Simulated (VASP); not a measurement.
Output of a VASP run:

File OUTCAR:
```
 ion  position               nearest neighbor table
   1  0.333  0.667  0.250-   2 2.35   2 2.35   2 2.35   2 2.35   2 2.35   2 2.35
   2  0.667  0.333  0.750-   1 2.35   1 2.35   1 2.35   1 2.35   1 2.35   1 2.35
  LATTYP: Found a hexagonal cell.
 ALAT       =     2.3702167471
 C/A-ratio  =     1.6161568078
 Subroutine PRICEL returns:
 Original cell was already a primitive cell.
 Subroutine GETGRP returns: Found 24 space group operations
The static configuration has the point symmetry D_3d.
 The point group associated with its full space group is D_6h.
The dynamic configuration has the point symmetry D_3d.
The overall configuration has the point symmetry D_3d.
 Subroutine INISYM returns: Found 24 space group operations
 Subroutine IBZKPT returns following result:
 Found    222 irreducible k-points:

 Following reciprocal coordinates:
            Coordinates               Weight
  0.000000  0.000000  0.000000      1.000000
  0.055556 -0.000000  0.000000      6.000000
  0.111111 -0.000000  0.000000      6.000000
  0.166667 -0.000000  0.000000      6.000000
  0.222222 -0.000000  0.000000      6.000000
  0.277778 -0.000000  0.000000      6.000000
  0.333333 -0.000000  0.000000      6.000000
  0.388889  0.000000  0.000000      6.000000
  0.444444 -0.000000  0.000000      6.000000
  0.500000 -0.000000  0.000000      3.000000
  0.055556  0.055556  0.000000      6.000000
  0.111111  0.055556  0.000000     12.000000
  0.166667  0.055556  0.000000     12.000000
  0.222222  0.055556  0.000000     12.000000
  0.277778  0.055556  0.000000     12.000000
  0.333333  0.055556  0.000000     12.000000
  0.388889  0.055556  0.000000     12.000000
  0.444444  0.055556  0.000000     12.000000
  0.111111  0.111111  0.000000      6.000000
  0.166667  0.111111  0.000000     12.000000
  0.222222  0.111111  0.000000     12.000000
  0.277778  0.111111  0.000000     12.000000
  0.333333  0.111111  0.000000     12.000000
  0.388889  0.111111  0.000000     12.000000
  0.444444  0.111111  0.000000      6.000000
  0.166667  0.166667  0.000000      6.000000
  0.222222  0.166667  0.000000     12.000000
  0.277778  0.166667  0.000000     12.000000
  0.333333  0.166667  0.000000     12.000000
  0.388889  0.166667  0.000000     12.000000
  0.222222  0.222222  0.000000      6.000000
  0.277778  0.222222  0.000000     12.000000
  0.333333  0.222222  0.000000     12.000000
  0.388889  0.222222  0.000000      6.000000
  0.277778  0.277778  0.000000      6.000000
  0.333333  0.277778  0.000000     12.000000
  0.333333  0.333333  0.000000      2.000000
  0.000000  0.000000  0.100000      2.000000
  0.055556 -0.000000  0.100000     12.000000
  0.111111 -0.000000  0.100000     12.000000
   k-points           NKPTS =    222   k-points in BZ     NKDIM =    222   number of bands    NBANDS=     15
   number of dos      NEDOS =    301   number of ions     NIONS =      2
   total plane-waves  NPLWV =   9072
   dimension x,y,z NGX =    18 NGY =   18 NGZ =   28
   dimension x,y,z NGXF=    36 NGYF=   36 NGZF=   56
   ions per type =               2
   PREC   = accura    normal or accurate (medium, high low for compatibility)
   ISTART =      0    job   : 0-new  1-cont  2-samecut
   ICHARG =      2    charge: 1-file 2-atom 10-const
   ISPIN  =      2    spin polarized calculation?
   LNONCOLLINEAR =      F non collinear calculations
   LSORBIT =      F    spin-orbit coupling
   INIWAV =      1    electr: 0-lowe 1-rand  2-diag
   ENCUT  =  500.0 eV  36.75 Ry    6.06 a.u.   4.32  4.32  6.98*2*pi/ulx,y,z
   NELM   =    100;   NELMIN=  2; NELMDL= -5     # of ELM steps
   EDIFF  = 0.1E-05   stopping-criterion for ELM
   LREAL  =      F    real-space projection
   NLSPLINE    = F    spline interpolate recip. space projectors
   LMAXMIX     =    4 max onsite mixed and CHGCAR
   VOSKOWN=      0    Vosko Wilk Nusair interpolation
   EDIFFG = -.2E-01   stopping-criterion for IOM
...
```

OSZICAR:
```
       N       E                     dE             d eps       ncg     rms          rms(c)
DAV:   1     0.781375245244E+02    0.78138E+02   -0.82020E+03 13800   0.160E+03
DAV:   2    -0.135135209704E+02   -0.91651E+02   -0.84635E+02 13369   0.256E+02
DAV:   3    -0.156677779714E+02   -0.21543E+01   -0.20942E+01 15938   0.551E+01
DAV:   4    -0.157020275423E+02   -0.34250E-01   -0.34241E-01 19063   0.534E+00
DAV:   5    -0.157023598254E+02   -0.33228E-03   -0.33228E-03 16436   0.494E-01    0.175E+01
DAV:   6    -0.139171608368E+02    0.17852E+01   -0.99329E+00 14643   0.671E+01    0.617E+00
DAV:   7    -0.137387052527E+02    0.17846E+00   -0.10706E+00 15819   0.209E+01    0.429E+00
DAV:   8    -0.137149490602E+02    0.23756E-01   -0.19701E-02 18122   0.176E+00    0.236E+00
DAV:   9    -0.136998162596E+02    0.15133E-01   -0.35167E-03 21269   0.966E-01    0.679E-01
DAV:  10    -0.137019594358E+02   -0.21432E-02   -0.12517E-03 18730   0.595E-01    0.254E-01
DAV:  11    -0.137022137782E+02   -0.25434E-03   -0.18864E-04 17500   0.220E-01    0.416E-02
DAV:  12    -0.137022193143E+02   -0.55361E-05   -0.12777E-05 15730   0.433E-02    0.147E-02
DAV:  13    -0.137022194949E+02   -0.18061E-06   -0.18297E-06 10677   0.228E-02
   1 F= -.84676591E+01 E0= -.84673991E+01  d E =-.846766E+01  mag=     2.9997
       N       E                     dE             d eps       ncg     rms          rms(c)
DAV:   1    -0.137296142172E+02   -0.27395E-01   -0.52111E-02 13649   0.424E+00    0.534E-01
DAV:   2    -0.137262194907E+02    0.33947E-02   -0.14999E-02 15756   0.262E+00    0.290E-01
DAV:   3    -0.137257084034E+02    0.51109E-03   -0.13296E-03 15525   0.764E-01    0.151E-01
DAV:   4    -0.137256387756E+02    0.69628E-04   -0.26502E-05 15521   0.684E-02    0.511E-02
DAV:   5    -0.137255835973E+02    0.55178E-04   -0.17611E-05 20342   0.531E-02    0.846E-03
DAV:   6    -0.137255845155E+02   -0.91820E-06   -0.15368E-06 10670   0.194E-02
   2 F= -.84674704E+01 E0= -.84671808E+01  d E =0.188759E-03  mag=     3.0095
       N       E                     dE             d eps       ncg     rms          rms(c)
DAV:   1    -0.137116943993E+02    0.13889E-01   -0.23747E-02 13621   0.285E+00    0.360E-01
DAV:   2    -0.137101396413E+02    0.15548E-02   -0.66309E-03 15777   0.175E+00    0.193E-01
DAV:   3    -0.137099278450E+02    0.21180E-03   -0.55525E-04 15490   0.493E-01    0.102E-01
DAV:   4    -0.137098972529E+02    0.30592E-04   -0.11050E-05 15230   0.429E-02    0.341E-02
DAV:   5    -0.137098756844E+02    0.21568E-04   -0.77423E-06 19800   0.354E-02    0.553E-03
DAV:   6    -0.137098754368E+02    0.24754E-06   -0.81350E-07  7736   0.136E-02
   3 F= -.84677103E+01 E0= -.84674383E+01  d E =-.511786E-04  mag=     3.0038
```

**OUTCAR**
```
------------------------ aborting loop because EDIFF is reached ----------------------------------------
  FORCE on cell =-STRESS in cart. coord.  units (eV):
  Direction    XX          YY          ZZ          XY          YZ          ZX
  --------------------------------------------------------------------------------------
  Total        5.2475324      5.2475341      5.2156825      0.0000000     -0.0000000      0.0000000
  in kB      450.4607375    450.4608876    447.7266639      0.0000000     -0.0000000      0.0000000
  external PRESSURE =      -0.4505704 kB  Pullay stress =     450.0000000 kB
  volume of cell :       18.66
      direct lattice vectors                 reciprocal lattice vectors
     1.185851906 -2.053956094  0.000000000     0.421637809 -0.243432662 -0.000000000
     1.185851906  2.053956094  0.000000000     0.421637809  0.243432662  0.000000000
     0.000000000 -0.000000000  3.831397033    -0.000000000  0.000000000  0.261001403
 POSITION                                       TOTAL-FORCE (eV/Angst)
 -----------------------------------------------------------------------------------
      1.18585      0.68465      0.95785         0.000000     -0.000000      0.000000
      1.18585     -0.68465      2.87355        -0.000000      0.000000      0.000000
 -----------------------------------------------------------------------------------
    total drift:                                0.000000     -0.000016     -0.000030
  FREE ENERGIE OF THE ION-ELECTRON SYSTEM (eV)
  ---------------------------------------------------
  free  energy   TOTEN  =       -13.7098754368 eV

  energy  without entropy=      -13.7090593606  energy(sigma->0) =      -13.70960341
  enthalpy is  TOTEN    =        -8.4677103054 eV   P V=        5.2421651315

 total charge

# of ion       s       p       d       tot
------------------------------------------
    1        0.559   0.668   7.387   8.614
    2        0.559   0.668   7.387   8.614
--------------------------------------------------
tot          1.118   1.337  14.774  17.228

 magnetization (x)

# of ion       s       p       d       tot
------------------------------------------
    1       -0.017  -0.056   1.565   1.492
    2       -0.017  -0.056   1.565   1.492
--------------------------------------------------
tot         -0.033  -0.113   3.131   2.985

 reached required accuracy - stopping structural energy minimisation
```
(Selected blocks of OUTCAR.)

File POSCAR:
```
Co
1
    1.1851082368    -2.0526679944     0.0000000000
    1.1851082368     2.0526679944     0.0000000000
   -0.0000000000     0.0000000000     3.8306419318
Co
2
Direct
  0.3333330000   0.6666670000   0.2500000000
  0.6666670000   0.3333330000   0.7500000000
```

Q: Reconstruct the remaining input files.

A: This is not unique; one that fits is the input of the run itself, PBE GGA, plane waves, VASP's PBE PAW potentials (set 64).

File KPOINTS:
```
Regular mesh
0
gamma
  18 18 10
0 0 0
```

**INCAR**
```
ALGO = Normal
EDIFF = 1E-6
EDIFFG = -0.02
ENCUT = 500
GGA = PE
IBRION = 2
ISIF = 3
ISMEAR = 1
ISPIN = 2
LASPH = T
LCHARG = F
LMAXMIX = 4
LORBIT = 10
LREAL = F
LWAVE = F
MAGMOM = 1.6 1.6
NELM = 100
NSW = 40
PREC = Accurate
PSTRESS = 450
SIGMA = 0.1
SYSTEM = Co
```

POTCAR, in this order: Co (PBE.64 set). Program: vasp_std.

The compound is Co in the hcp structure. This run relaxes it under an external pressure of 45 GPa. Symmetry was kept, so distortions that lower it aren't found.
